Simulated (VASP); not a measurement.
VASP input:

### INCAR
```
SYSTEM = Y
PREC = Accurate
ENCUT = 520
EDIFF = 1E-7
NELM = 100
ALGO = Normal
LREAL = .FALSE.
LASPH = .TRUE.
ISMEAR = -5
GGA = MK
PARAM1 = 0.1234
PARAM2 = 1.0
LUSE_VDW = .TRUE.
AGGAC = 0.0
LMAXMIX = 4
LWAVE = .FALSE.
LCHARG = .TRUE.
LORBIT = 11
NEDOS = 601
ISIF = 2
```

File POSCAR:
```
Y
3.6184610
  0.4999999335  -0.8660253628   0.0000000000
  0.4999999335   0.8660253628   0.0000000000
  0.0000000000   0.0000000000   1.5390742777
Y
2
Cartesian
  0.4999999335   0.2886756983   0.3847685694
  0.4999999335  -0.2886756983   1.1543057083
```

### KPOINTS
```
Automatic mesh
0
Gamma
13 13 8
0 0 0
```

POTCAR, in this order: Y_sv (PBE.64 set). Program: vasp_std.

Problem. Write an equivalent input for Quantum ESPRESSO's pw.x.

Solution. One equivalent input (not run):
```
&CONTROL
  calculation = 'scf'
  pseudo_dir = './pseudo'
  outdir = './out'
  tprnfor = .true.
  tstress = .true.
/
&SYSTEM
  ibrav = 0
  nat = 2
  ntyp = 1
  ecutwfc = 72
  occupations = 'tetrahedra'
  input_dft = 'vdw-df-ob86'
/
&ELECTRONS
  conv_thr = 7.3e-09
  electron_maxstep = 100
/
ATOMIC_SPECIES
  Y 88.906 Y.upf
CELL_PARAMETERS angstrom
     1.8092303   -3.1336790    0.0000000
     1.8092303    3.1336790   -0.0000000
     0.0000000    0.0000000    5.5690802
ATOMIC_POSITIONS crystal
  Y    0.3333330  0.6666670  0.2500000
  Y    0.6666670  0.3333330  0.7500000
K_POINTS automatic
  13 13 8 0 0 0
```
The two are equivalent in intent, not identical: the potentials are each code's own (VASP's PAW set, PseudoDojo norm-conserving files in pw.x), so ENCUT and ecutwfc are chosen apart and not converted; conv_thr bounds pw.x's estimated SCF error, while EDIFF bounds the energy change between steps.

The compound is Y in the hcp structure. It was relaxed first.
